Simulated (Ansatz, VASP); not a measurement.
# Cross-check of SnSe2 between VASP and Ansatz

Aim: how closely do two programs agree when they are given the same cell, functional and k mesh? The cell is taken from a series of runs on this material, whose earlier steps may have relaxed, scaled, displaced or heated it; both programs get it as it stands.

Calculated with Ansatz 0.2.0; plane waves, with VASP 6.6.1 beside it; PBE.

**1. Set-up**

The cell holds 6 atoms: 2 Sn and 4 Se. Cell: a = 3.831 Å, b = 3.831 Å, c = 42.000 Å, α = 90.0°, β = 90.0°, γ = 120.0°. Vacuum lies along c.

**2. Ansatz: single point, PBE, pair 1**

Ansatz runs on its PAW soft_1 files.

A single point takes one fixed geometry, so differences don't come from the geometry; what else differs is listed under the comparison.

The input, input.yaml:

```yaml
crystal:
  lattice:
    - [3.831197369, 0.0, 0.0]
    - [-1.9155986845, 3.3179142485, 0.0]
    - [0.0, 0.0, 42.0]
  atoms:
    - { symbol: Sn, position: [0.0, 0.0, 0.4259451753] }
    - { symbol: Se, position: [0.3333333333, 0.6666666667, 0.4639035979] }
    - { symbol: Se, position: [0.6666666667, 0.3333333333, 0.3879572169] }
    - { symbol: Sn, position: [0.3333333333, 0.6666666667, 0.5740548247] }
    - { symbol: Se, position: [0.6666666667, 0.3333333333, 0.6120427831] }
    - { symbol: Se, position: [0.0, 0.0, 0.5360964021] }
  periodic: [true, true, false]
kpoints:
  mp_grid: { grid: [9, 9, 1] }
hamiltonian:
  xc: pbe
  pseudopotentials: { kind: paw, azcp: { folder: soft_1 } }
scf:
  occupations: { method: fixed }
  n_extra_bands: 6
output:
  eigenvalues: true
  forces: true
  stress: true
  band_densities: [{ e_range: [-0.08, 0] }, { e_range: [0.43, 0.56] }]
  volumetric_format: npy
```

On the command line:

```console
$ ansatz run input.yaml --threads 4 --pin off --max-ram 17510MiB --backend cpu --events-out ev --progress --plain --runs-dir out
```

Numbers of over 12 decimals in the logs are rounded to 6 here.

The program printed:

```text
scf.n_extra_bands = 6 over 46 filled bands (N_el = 92.0): the run solves 52 bands
Engine: ansatz 0.2.0, x86_64-unknown-linux-gnu
Pseudopotentials: kind: paw
Pseudopotential: Sn, paw, valence charge 14, recommended cutoff 420 eV (normal), soft_1/Sn.paw.azcp
Pseudopotential: Se, paw, valence charge 16, recommended cutoff 420 eV (normal), soft_1/Se.paw.azcp
Functional definition: PBE
  parameter kappa = 0.804
  parameter beta = 0.066725
  exchange = pbe_x(kappa = kappa, mu = beta*pi^2/3)
  correlation = pbe_c(beta = beta)
Crystal: 6 atoms, lattice volume = 533.887 Å³
Basis set: ecut = 420 eV, 10413 PW (Γ), exchange–correlation on 54×54×576 points (8 copies of the dense FFT grid, shifted against one another)
Bands: 52, of which v1, the nominal top of the filled ones, is band 46 counted from 1 (45 counted from 0)
Symmetry: 12 space group operations
Space group: P-3m1 (ITA 164), of the structure as read, at distance tolerance 8.1e-5 Å
k-points: 12 of 81
Non-local potential: Sn, projectors of the file, l = 0: 2, l = 1: 2, l = 2: 2, l = 3: 1
Non-local potential: Se, projectors of the file, l = 0: 2, l = 1: 2, l = 2: 3, l = 3: 1
PAW form: soft (Blöchl's): semilocal exchange-correlation on the pseudo side does not see the compensation charge
PAW one-centre angular grid: Sn, 590 points (default); XC on 64 Gauss nodes
PAW one-centre angular grid: Se, 590 points (default); XC on 64 Gauss nodes
Initial density: superposition of atomic densities (neutral atoms: chi_scale 0, normalization atom)
Initial wavefunctions: pseudopotential atomic-orbital guess
Functional: x = pbe(κ = 0.804, μ = 0.219515), c = pbe(β = 0.066725)
iter 1 solved again at ethr=2.23e-3 eV; its pass at ethr=3.10e-3 eV (dr2=2.05e0 eV) is discarded
SCF iter   1: F=—  HF=-33927.446091 eV  |F-HF|=—  |Δ(HF+E_count)|=         —  Δρ=1.61e-2  dr2=2.05e0  ethr=2.23e-3  ⟨swp⟩=1.8  Hψ=3048  notcnv=0  defer=47
preconditioner: auto → Resta (q_TF=auto, 2.035 Å⁻¹)  ε∞=1.6  [insulator: Δε(μ)=0.868 eV  Ē_g=14.691 eV  n_scr=80 (ndim 8)  ℏωp=11.6 eV  f_vac=0.692  ε∞_Penn≈1.6  vacuum switching on, ρ_ref=1.6e-2 e/Å³]
SCF iter   2: F=—  HF=-33926.932765 eV  |F-HF|=—  |Δ(HF+E_count)|=   5.13e-1  Δρ=7.10e-3  dr2=2.71e-1  ethr=2.23e-3  ⟨swp⟩=3.9  Hψ=1066  notcnv=0  defer=48
SCF iter   3: F=—  HF=-33926.901792 eV  |F-HF|=—  |Δ(HF+E_count)|=   3.10e-2  Δρ=3.58e-3  dr2=5.63e-2  ethr=2.94e-4  ⟨swp⟩=3.3  Hψ=1051  notcnv=0  defer=48
SCF iter   4: F=—  HF=-33926.901231 eV  |F-HF|=—  |Δ(HF+E_count)|=   5.62e-4  Δρ=8.14e-4  dr2=7.79e-3  ethr=6.12e-5  ⟨swp⟩=3.2  Hψ=959  notcnv=0  defer=48
SCF iter   5: F=—  HF=-33926.904345 eV  |F-HF|=—  |Δ(HF+E_count)|=   3.11e-3  Δρ=7.15e-4  dr2=3.21e-2  ethr=8.47e-6  ⟨swp⟩=4.2  Hψ=1044  notcnv=0  defer=48  recentre
SCF iter   6: F=—  HF=-33926.901118 eV  |F-HF|=—  |Δ(HF+E_count)|=   3.23e-3  Δρ=2.61e-4  dr2=6.59e-4  ethr=8.47e-6  ⟨swp⟩=3.8  Hψ=820  notcnv=0  defer=48
SCF iter   7: F=—  HF=-33926.901211 eV  |F-HF|=—  |Δ(HF+E_count)|=   9.23e-5  Δρ=6.12e-5  dr2=3.30e-5  ethr=7.16e-7  ⟨swp⟩=3.2  Hψ=1041  notcnv=0  defer=48
SCF iter   8: F=—  HF=-33926.901286 eV  |F-HF|=—  |Δ(HF+E_count)|=   7.58e-5  Δρ=2.12e-5  dr2=1.78e-6  ethr=3.58e-8  ⟨swp⟩=3.2  Hψ=1199  notcnv=0  defer=48
SCF iter   9: F=—  HF=-33926.901288 eV  |F-HF|=—  |Δ(HF+E_count)|=   2.07e-6  Δρ=6.72e-6  dr2=3.14e-7  ethr=1.93e-9  ⟨swp⟩=3.0  Hψ=1198  notcnv=0  defer=48
SCF iter  10: F=-33926.901288 eV  HF=-33926.901288 eV  |F-HF|=3.57e-9  |Δ(HF+E_count)|=   7.98e-8  Δρ=1.05e-6  dr2=6.92e-9  ethr=1.09e-10  ⟨swp⟩=22.3  Hψ=4727  notcnv=0
SCF 1 converged in 10 iterations: F = -33926.901288 eV  dr2 = 6.92e-9
  greatest PAW one-centre occupation: 1.000 electrons in one spin orbital (limit 2), on the Se atom at site 5 (counted from 0), in its partial waves of l = 2
NSCF: frozen V_eff on 1 k-points
SCF converged after 10 iterations
Free energy (F): -33926.901288 eV
Harris-Foulkes:  -33926.901288 eV  (|F-HF|=3.57e-9)
Internal energy: -33926.901288 eV  (E = F + TS)
E sigma→0 (E₀):  -33926.901288 eV
Fermi energy:    -5.951127 eV
--- Per-component energies (eV) ---
  E_band       = -3000.348725
  E_kinetic    = 778.933132
  E_local      = -408930.658538  (includes V_loc(G=0)·N_el)
  E_nonlocal   = -1127.279096
  E_hartree    = 204102.452745
  E_xc         = -590.446855
  E_vxc        = -520.045625  (∫ρ·V_xc dr)
  E_paw        = -17263.527480  (= ΣΔE_a)
  E_vpaw       = -1406.199120  (= ΣTr[D̂ρ^β])
  E_aug_tail   = -0.000944  (compensation charges beyond the density's cutoff)
  E_ewald      = 189103.625748
  E_smearing   = -0.000000  (= −TS)
  E_closure    = 0.000000  (closes the sum)
  Σ components = -33926.901288   (vs F -33926.901288, Δ=0.00e0)
--- Forces (eV/Å), atoms counted from 1 ---
  atom   1  Sn    -0.00000000    -0.00000000    -0.05757742
  atom   2  Se     0.00000000     0.00000000    -0.01096452
  atom   3  Se    -0.00000000    -0.00000000    -0.10174520
  atom   4  Sn     0.00000000     0.00000000     0.05757742
  atom   5  Se     0.00000000     0.00000000     0.10174520
  atom   6  Se     0.00000000    -0.00000000     0.01096452
  max |Σ_I F_I| component: 1.04e-17 eV/Å
--- 2D stress c σ (N/m, compression-positive) ---
        2.258347       0.000000       0.000000
       -0.000000       2.258347       0.000000
        0.000000       0.000000       0.000000
  P = ½ c Tr σ = 2.2583 N/m
--- Band table (eV; the first three rows and the last of 12) ---
  k-point 0: bands = [... 42 lower, -6.1216, -6.1216, -6.0425, -6.0425, -4.6581, -3.8472, -2.8731, -2.8473, ... 2 higher]
  k-point 1: bands = [... 42 lower, -6.6795, -6.3606, -6.0636, -5.9511, -3.9767, -3.6065, -2.3238, -2.1844, ... 2 higher]
  k-point 2: bands = [... 42 lower, -7.2021, -6.3677, -6.1570, -5.9973, -4.0714, -3.9196, -2.1151, -1.6726, ... 2 higher]
  k-point 11: bands = [... 42 lower, -7.0220, -6.9230, -6.9230, -6.7225, -4.1437, -4.1437, -1.2295, -0.7872, ... 2 higher]
--- Band densities, each state counted as filled ---
  window                                       electrons  max residual (eV)  cut levels
  e_range: [-0.08, 0]                           0.296296             2.0e-6           0
  e_range: [0.43, 0.56]                         0.148148             2.4e-6           0
```

The column dr2 measures how far the density is from self-consistency, as an energy; F and HF (Harris–Foulkes) agree once it is small.

**3. VASP: single point, PBE, pair 1**

The same cell, functional and mesh now go to VASP, with its own data sets.

Lines of VASP's logs that name or quote its potential files are left out, and so is its time.

The input, INCAR:

```
SYSTEM = SnSe2
PREC = Accurate
ENCUT = 400
EDIFF = 1E-06
NELM = 120
ISMEAR = 0
SIGMA = 0.01
LREAL = .FALSE.
ALGO = Normal
GGA = PE
NBANDS = 32
LORBIT = 11
LWAVE = .FALSE.
LCHARG = .FALSE.
ISIF = 2
LDIPOL = .TRUE.
IDIPOL = 3
DIPOL = 0.5 0.5 0.5
LVHAR = .TRUE.
LASPH = .TRUE.
GGA_COMPAT = .FALSE.
EFERMI = MIDGAP
NELMDL = -8
KPAR = 2
```

The input, POSCAR:

```
SnSe2
1.0
    3.8311973690      0.0000000000      0.0000000000
   -1.9155986845      3.3179142485      0.0000000000
    0.0000000000      0.0000000000     42.0000000000
Sn Se
2 4
Direct
    0.9999999999      1.0000000000      0.4259451753
    0.3333333333      0.6666666666      0.5740548247
    0.3333333333      0.6666666666      0.4639035979
    0.6666666666      0.3333333333      0.3879572169
    0.6666666666      0.3333333333      0.6120427831
    0.9999999999      1.0000000000      0.5360964021
```

The input, KPOINTS:

```
Automatic mesh
0
Gamma
9 9 1
0 0 0
```

Potentials, in the order of the species: Sn_d and Se (PBE family, release 64).

On the command line:

```console
$ mpirun -np 2 vasp_std
```

The program printed:

```text
[banner, memory and clock lines left out]
running    2 mpi-ranks, on    1 nodes
 distrk:  each k-point on    1 cores,    2 groups
 distr:  one band on    1 cores,    1 groups

 POSCAR found type information on POSCAR SnSe
 POSCAR found :  2 types and       6 ions
 LDA part: xc-table for (Slater+PW92), standard interpolation
 POSCAR, INCAR and KPOINTS ok, starting setup
 FFT: planning ... GRIDC
 FFT: planning ... GRID_SOFT
 FFT: planning ... GRID
 WAVECAR not read
 entering main loop
       N       E                     dE             d eps       ncg     rms          rms(c)
DAV:   1     0.372450173882E+03    0.37245E+03   -0.19554E+04   960   0.110E+03
DAV:   2     0.223688820360E+02   -0.35008E+03   -0.34539E+03  1000   0.261E+02
DAV:   3    -0.224290836518E+02   -0.44798E+02   -0.44584E+02   912   0.115E+02
DAV:   4    -0.241545860401E+02   -0.17255E+01   -0.17194E+01   984   0.262E+01
DAV:   5    -0.242013898587E+02   -0.46804E-01   -0.46791E-01  1000   0.421E+00
DAV:   6    -0.242035094337E+02   -0.21196E-02   -0.21192E-02  1072   0.843E-01
DAV:   7    -0.242035990227E+02   -0.89589E-04   -0.89586E-04  1112   0.155E-01
DAV:   8    -0.242036023647E+02   -0.33420E-05   -0.33417E-05  1048   0.250E-02    0.687E+00
DAV:   9    -0.236962523296E+02    0.50735E+00   -0.10375E+00  1048   0.924E+00    0.443E+00
DAV:  10    -0.236682344551E+02    0.28018E-01   -0.48679E-01  1024   0.382E+00    0.680E-01
DAV:  11    -0.236590146287E+02    0.92198E-02   -0.52127E-02  1080   0.208E+00    0.390E-01
DAV:  12    -0.236597564538E+02   -0.74183E-03   -0.53272E-03   960   0.368E-01    0.855E-02
DAV:  13    -0.236597823219E+02   -0.25868E-04   -0.37245E-04  1128   0.183E-01    0.405E-02
DAV:  14    -0.236598224074E+02   -0.40086E-04   -0.12220E-04   928   0.570E-02    0.137E-02
[...]
DAV:  18    -0.236599944248E+02   -0.70537E-04   -0.50694E-06   752   0.634E-03    0.278E-03
DAV:  19    -0.236600318857E+02   -0.37461E-04   -0.23306E-06   736   0.376E-03    0.208E-03
DAV:  20    -0.236600543687E+02   -0.22483E-04   -0.65278E-07   688   0.273E-03    0.609E-04
DAV:  21    -0.236600686088E+02   -0.14240E-04   -0.25718E-07   656   0.154E-03    0.899E-04
DAV:  22    -0.236600724769E+02   -0.38681E-05   -0.57087E-08   632   0.856E-04    0.625E-04
DAV:  23    -0.236600764306E+02   -0.39537E-05   -0.56292E-08   616   0.984E-04    0.225E-04
DAV:  24    -0.236600775720E+02   -0.11415E-05   -0.26809E-08   632   0.660E-04    0.179E-04
DAV:  25    -0.236600782211E+02   -0.64906E-06   -0.84405E-09   616   0.333E-04
   1 F= -.23660078E+02 E0= -.23660078E+02  d E =0.000000E+00
```

Parts of OUTCAR (step 3):

```text
ion  position               nearest neighbor table
   1  1.000  0.000  0.426-   3 2.73   3 2.73   3 2.73   4 2.73   4 2.73   4 2.73
   2  0.333  0.667  0.574-   6 2.73   6 2.73   6 2.73   5 2.73   5 2.73   5 2.73
   3  0.333  0.667  0.464-   1 2.73   1 2.73   1 2.73
   4  0.667  0.333  0.388-   1 2.73   1 2.73   1 2.73
   5  0.667  0.333  0.612-   2 2.73   2 2.73   2 2.73
   6  1.000  0.000  0.536-   2 2.73   2 2.73   2 2.73

  LATTYP: Found a hexagonal cell.
 ALAT       =     3.8311973690
 C/A-ratio  =    10.9626302053

 Subroutine GETGRP returns: Found 12 space group operations
 (whereof  6 operations were pure point group operations)

The static configuration has the point symmetry C_3v.
 The point group associated with its full space group is D_3d.

 Found     12 irreducible k-points:

   k-points           NKPTS =     12   k-points in BZ     NKDIM =     12   number of bands    NBANDS=     32

   dimension x,y,z NGX =    28 NGY =   28 NGZ =  280
   dimension x,y,z NGXF=    56 NGYF=   56 NGZF=  560

   ENCUT  =  400.0 eV  29.40 Ry    5.42 a.u.   6.25  6.25 68.49*2*pi/ulx,y,z

   NELECT =      52.0000    total number of electrons

 k-points in reciprocal lattice and weights: Automatic mesh
   0.00000000  0.00000000  0.00000000       0.012
   0.11111111  0.00000000  0.00000000       0.074
   0.22222222  0.00000000  0.00000000       0.074
   0.33333333  0.00000000  0.00000000       0.074
   0.44444444  0.00000000  0.00000000       0.074
   0.11111111  0.11111111  0.00000000       0.074
   0.22222222  0.11111111  0.00000000       0.148
   0.33333333  0.11111111  0.00000000       0.148
   0.44444444  0.11111111  0.00000000       0.074
   0.22222222  0.22222222  0.00000000       0.074
   0.33333333  0.22222222  0.00000000       0.148
   0.33333333  0.33333333  0.00000000       0.025

 dipolmoment           0.000000      0.000000     -0.000002 electrons x Angstroem

 average (electrostatic) potential at core
       1-109.8379       2-109.8379       3 -60.5090       4 -60.4791       5 -60.4791
       6 -60.5090

 E-fermi :  -2.7619

 k-point     1 :       0.0000    0.0000    0.0000
  band No.  band energies     occupation
    ...
     22      -3.5194      2.00000
     23      -3.2082      2.00000
     24      -3.2082      2.00000
     25      -3.1293      2.00000
     26      -3.1293      2.00000
     27      -1.7481      0.00000
     28      -0.9367      0.00000
     29       0.0350      0.00000
     30       0.0589      0.00000
     31       1.4989      0.00000
    ...

 k-point     2 :       0.1111    0.0000    0.0000
  band No.  band energies     occupation
    ...
     22      -3.8846      2.00000
     23      -3.7672      2.00000
     24      -3.4465      2.00000
     25      -3.1499      2.00000
     26      -3.0376      2.00000
     27      -1.0647      0.00000
     28      -0.6946      0.00000
     29       0.5844      0.00000
     30       0.7238      0.00000
     31       1.3728      0.00000
    ...

 k-point     3 :       0.2222    0.0000    0.0000
  band No.  band energies     occupation
    ...
     22      -4.4648      2.00000
     23      -4.2871      2.00000
     24      -3.4524      2.00000
     25      -3.2432      2.00000
     26      -3.0837      2.00000
     27      -1.1591      0.00000
     28      -1.0073      0.00000
     29       0.7943      0.00000
     30       1.2361      0.00000
     31       2.2600      0.00000
    ...

  Total        1.8184919      1.8184919      1.3852604     -0.0000000     -0.0000000      0.0000000
  in kB        5.4572390      5.4572390      4.1571246     -0.0000000     -0.0000000      0.0000000
  external PRESSURE =       5.0238675 kB  Pullay stress =       0.0000000 kB

  energy-cutoff  :      400.00
  volume of cell :      533.89
      direct lattice vectors                 reciprocal lattice vectors
     3.831197369  0.000000000  0.000000000     0.261015005  0.150697083  0.000000000
    -1.915598684  3.317914249  0.000000000     0.000000000  0.301394167  0.000000000
     0.000000000  0.000000000 42.000000000     0.000000000  0.000000000  0.023809524

 POSITION                                       TOTAL-FORCE (eV/Angst)
 -----------------------------------------------------------------------------------
      3.83120      0.00000     17.88970         0.000000      0.000000     -0.058539
     -0.00000      2.21194     24.11030        -0.000000     -0.000000      0.058539
     -0.00000      2.21194     19.48395        -0.000000     -0.000000      0.003853
      1.91560      1.10597     16.29420        -0.000000      0.000000     -0.116275
      1.91560      1.10597     25.70580         0.000000     -0.000000      0.116275
      3.83120      0.00000     22.51605         0.000000      0.000000     -0.003853
 -----------------------------------------------------------------------------------
    total drift:                                0.000000      0.000000     -0.000090

  FREE ENERGIE OF THE ION-ELECTRON SYSTEM (eV)
  ---------------------------------------------------
  free  energy   TOTEN  =       -23.6600782211 eV

  energy  without entropy=      -23.6600782211  energy(sigma->0) =      -23.66007822

 vacuum level on the upper side and lower side of the slab         2.915         2.915

 total charge
# of ion       s       p       d       tot
------------------------------------------
    1        1.058   1.006  10.093  12.157
    2        1.058   1.006  10.093  12.157
    3        1.485   2.306   0.026   3.817
    4        1.483   2.307   0.025   3.815
    5        1.483   2.307   0.025   3.815
    6        1.485   2.306   0.026   3.817
--------------------------------------------------
tot          8.052  11.237  20.289  39.578

[... 3 further parts left out ...]
```

**4. Comparison**

Known differences besides the potentials themselves: fixed occupations in Ansatz, narrow Gaussian smearing in VASP; Ansatz cuts the interaction across the vacuum, VASP repeats the sheet with a dipole correction (LDIPOL); the data sets hold 92 valence electrons in Ansatz (on its PAW soft_1 files) and 52 in VASP; the cutoff is 420 eV in Ansatz and 400 eV in VASP. Total energies have different zeros and are not compared.

Both answers:

```csv
quantity,Ansatz,VASP,difference
gap on the k mesh (eV),0.553,0.551,+0.002
```

Forces (eV/Å; atoms numbered as in POSCAR):

```csv
atom,"Ansatz x, y, z","VASP x, y, z"
Sn1,"0.000, 0.000, -0.058","0.000, 0.000, -0.059"
Sn2,"0.000, 0.000, 0.058","0.000, 0.000, 0.059"
Se3,"0.000, 0.000, -0.011","0.000, 0.000, 0.004"
Se4,"0.000, 0.000, -0.102","0.000, 0.000, -0.116"
Se5,"0.000, 0.000, 0.102","0.000, 0.000, 0.116"
Se6,"0.000, 0.000, 0.011","0.000, 0.000, -0.004"
```

The forces differ by 6.9 meV/Å r.m.s., which is 15.9 % of the r.m.s. force of 0.043 eV/Å (both taken over all components). A gap on the mesh is an upper bound, since the band edges may lie between its points. Where the cell holds vacuum, a pressure given here is an average over it and none of the material.

**5. VASP: single point, PBE, pair 2**

With cell and atoms fixed, the geometry can't cause a difference; cores, projectors, grids and the points listed under the comparison can.

INCAR is that of step 3.

The input, POSCAR:

```
SnSe2
1.0
    3.8236047219      0.0000000000      0.0000000000
   -1.9118023609      3.3113388232      0.0000000000
    0.0000000000      0.0000000000     43.5000000000
Sn Se
2 4
Direct
    0.0000000000      0.0000000000      0.4203222531
    0.0000000000      0.0000000000      0.5796777469
    0.3333333333      0.6666666667      0.4571002177
    0.6666666667      0.3333333333      0.3835456328
    0.6666666667      0.3333333333      0.6164543672
    0.3333333333      0.6666666667      0.5428997823
```

KPOINTS is that of step 3.

On the command line:

```console
$ mpirun -np 2 vasp_std
```

The program printed:

```text
[... set-up lines as in an earlier step ...]
 entering main loop
       N       E                     dE             d eps       ncg     rms          rms(c)
DAV:   1     0.366474464275E+03    0.36647E+03   -0.19456E+04   976   0.108E+03
DAV:   2     0.223559278247E+02   -0.34412E+03   -0.33871E+03   968   0.258E+02
DAV:   3    -0.223594441746E+02   -0.44715E+02   -0.43855E+02   896   0.113E+02
DAV:   4    -0.241745289998E+02   -0.18151E+01   -0.18058E+01   984   0.262E+01
[...]
DAV:  22    -0.236806390214E+02   -0.41876E-05   -0.41270E-08   632   0.880E-04    0.622E-04
DAV:  23    -0.236806451617E+02   -0.61403E-05   -0.11699E-07   616   0.125E-03    0.464E-04
DAV:  24    -0.236806459653E+02   -0.80360E-06   -0.20922E-08   608   0.912E-04
   1 F= -.23680646E+02 E0= -.23680646E+02  d E =0.000000E+00
```

From OUTCAR (step 5):

```text
  Total        1.7134535      1.7134535      1.2359387      0.0000000      0.0000000     -0.0000000
  in kB        4.9844476      4.9844476      3.5953539      0.0000000      0.0000000     -0.0000000
  external PRESSURE =       4.5214164 kB  Pullay stress =       0.0000000 kB

 POSITION                                       TOTAL-FORCE (eV/Angst)
 -----------------------------------------------------------------------------------
      0.00000      0.00000     18.28402         0.000000      0.000000     -0.031429
      0.00000      0.00000     25.21598         0.000000     -0.000000      0.031429
     -0.00000      2.20756     19.88386        -0.000000     -0.000000      0.024990
      1.91180      1.10378     16.68424        -0.000000      0.000000     -0.115997
      1.91180      1.10378     26.81576        -0.000000      0.000000      0.115997
     -0.00000      2.20756     23.61614         0.000000      0.000000     -0.024990
 -----------------------------------------------------------------------------------
    total drift:                               -0.000000      0.000000      0.000000

  FREE ENERGIE OF THE ION-ELECTRON SYSTEM (eV)
  ---------------------------------------------------
  free  energy   TOTEN  =       -23.6806459653 eV

  energy  without entropy=      -23.6806459653  energy(sigma->0) =      -23.68064597

[... 1 part as in an earlier step ...]

[... 2 further parts left out ...]
[key lines of the parts left out:]
E-fermi :  -2.7818
```

(Part 1 of 2 ends here.)

[Lines on the potential files, build, host, timing and source positions are cut from VASP's logs without a mark.]

[Logs are printed without paths, hosts, clocks, repeated set-up lines and the standing remarks that a program may print on its own settings, such as how far it seeks lower states.]

[Hosts, paths, dates, database ids (printed as entryN), source tags and the programs' standing remarks are cut or masked in the printed files.]
